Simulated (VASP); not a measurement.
Runs of VASP 6.6.1 on RbRe3. Symmetry: Im-3m, No. 229, cubic system. The conventional cell has a = 5.893 Å, b = 5.893 Å, c = 5.893 Å, α = 90.00°, β = 90.00°, γ = 90.00°. Rb (site symmetry m-3m) has 6 Re at 2.95 Å as nearest neighbours. Re (site symmetry 4/mmm) has 2 Rb at 2.95 Å and 4 Re at 2.95 Å as nearest neighbours. The cell was built by a generator and needn't be a form met in nature.

```tsv
task	level	potentials or basis	cell	cutoff (eV)	smearing	k mesh for the DOS	occupations for the DOS	gap on the mesh (eV)	pressure (GPa)
single point	PBE	VASP PAW PBE potentials, release 64 (Rb_sv, Re)	as given	520	fermi-dirac 0.05 eV	-	-	none	-18.7
relaxation of the atoms	PBEsol	VASP PAW PBE potentials, release 64 (Rb_sv, Re)	atoms relaxed	520	methfessel-paxton 0.1 eV	-	-	none	-22.7
single point	PW91+D4	VASP PAW PBE potentials, release 64 (Rb_sv_GW, Re_sv_GW)	as given	550	gaussian 0.05 eV	-	-	none	(a)
relaxation of cell and atoms	PBE	VASP PAW PBE potentials, release 64 (Rb_sv, Re)	relaxed	600	methfessel-paxton 0.1 eV	-	-	none	0.0
```

Alike in all rows: no spin polarisation; k mesh 7 × 7 × 7.

Question: Fill in the values left out.

Answer: (a) -20.8.

Caveats: so large a pressure means that the cell lies far from this level's equilibrium, or that cutoff or potentials fall short (some runs); the relaxation stopped at its first step, so nothing moved (some runs); the PAW data sets were made with another functional, which shifts forces and pressure a little (some runs); the potentials were made for another functional, which shifts forces and pressure (some runs); pairwise dispersion overbinds metals, which lowers pressure and volume (some runs).

A k mesh can miss the band edges, and the runs leave out spin-orbit coupling on Rb, Re.

A gap of «none» marks a metal or a gap under the smearing width.

The runs don't all hold the same shells in valence.
